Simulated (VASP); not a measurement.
```yaml
crystal:
  lattice:
    - [4.06980, 0.00000, 0.00000]
    - [0.00000, 4.06980, 0.00000]
    - [0.00000, 0.00000, 4.06980]
  atoms:
    - { symbol: Tl, position: [0.00000, 0.00000, 0.00000] }
    - { symbol: Br, position: [0.50000, 0.50000, 0.50000] }
```

The base run (VASP): PBE GGA, plane waves, VASP's PBE PAW potentials (set 64). Run with 400 eV cut-off, 6×6×6 Γ-centred mesh, Gaussian smearing of 0.050 eV, potentials Tl_d Br.

One setting is varied; ΔE counts from the base run. The base run took about 6 core-seconds. The timings are rough (shared machines, no repeats); factors under 2 mean little.

```tsv
setting	cost over the base run	electronic steps	ΔE (meV/atom)
base run	reference	12	0.0
AMIX = 1.0, BMIX = 1.0, IMIX = 4	within a factor of 2	12	0.0
AMIX = 0.6, BMIX = 0.0001, IMIX = 1	within a factor of 2	13	0.0
AMIX = 0.1, BMIX = 3.0, IMIX = 4	within a factor of 2	19	0.0
AMIX = 0.2, BMIX = 1.0, IMIX = 1	about 3 times	33	0.0
AMIX = 1.0, BMIX = 1.0, IMIX = 1	about 3 times	36	0.0
```

Left out are runs that failed, have no time on record or changed the cell.

The compound is TlBr in the CsCl type structure. The cell was not relaxed at this level.
